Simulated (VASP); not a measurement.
VASP ran on this input.

**POSCAR**
```
BaS
1.0
  0.0000000000   3.0665509648   3.0665509648
  3.0665509648   0.0000000000   3.0665509648
  3.0665509648   3.0665509648   0.0000000000
Ba S
1 1
Cart
  0.0000000000   0.0000000000   0.0000000000
  3.0665509648   3.0665509648   3.0665509648
```

KPOINTS:
```
Regular mesh
0
G
8 8 8
```

### INCAR
```
ALGO  =  Normal
EDIFF  =  1E-6
EDIFFG  =  -0.02
ENCUT  =  500
IBRION  =  2
ISIF  =  3
ISMEAR  =  0
LASPH  =  .True.
LCHARG  =  .False.
LMAXMIX  =  4
LREAL  =  .False.
LWAVE  =  .False.
NELM  =  100
NSW  =  40
PREC  =  Accurate
PSTRESS  =  50
SIGMA  =  0.05
SYSTEM  =  BaS
```

POTCAR, in this order: Ba_sv S (LDA.64 set). Program: vasp_std.

Write an equivalent input for Ansatz.

One equivalent input (not run):
Ansatz 0.2 input:
```yaml
crystal:
  lattice:
    - [0.0000000, 3.0665510, 3.0665510]
    - [3.0665510, 0.0000000, 3.0665510]
    - [3.0665510, 3.0665510, 0.0000000]
  atoms:
    - { symbol: Ba, position: [0.0000000, 0.0000000, 0.0000000] }
    - { symbol: S, position: [0.5000000, 0.5000000, 0.5000000] }
kpoints:
  mp_grid: { grid: [8, 8, 8] }
hamiltonian:
  xc: lda
  pseudopotentials: { kind: paw }
scf:
  occupations: { method: gaussian, width: 0.05 }
  max_iter: 100
relax:
  max_steps: 40
  f_tol: 0.02
  cell: { p_target: 5 }
output: { forces: true, stress: true, eigenvalues: true }
```
The two are equivalent in intent, not identical: each code has its own PAW files, so the cut-off isn't converted (ENCUT is set for VASP's; basis.ecutwfc is left out, and Ansatz then takes the one that its files recommend); Ansatz stops its SCF on the density residual and VASP on the energy change (EDIFF); Ansatz's lda is the Perdew-Wang form, while the LDA potentials of VASP carry Perdew-Zunger's.

The compound is BaS in the rock salt structure. It was relaxed first under an external pressure of 5 GPa.
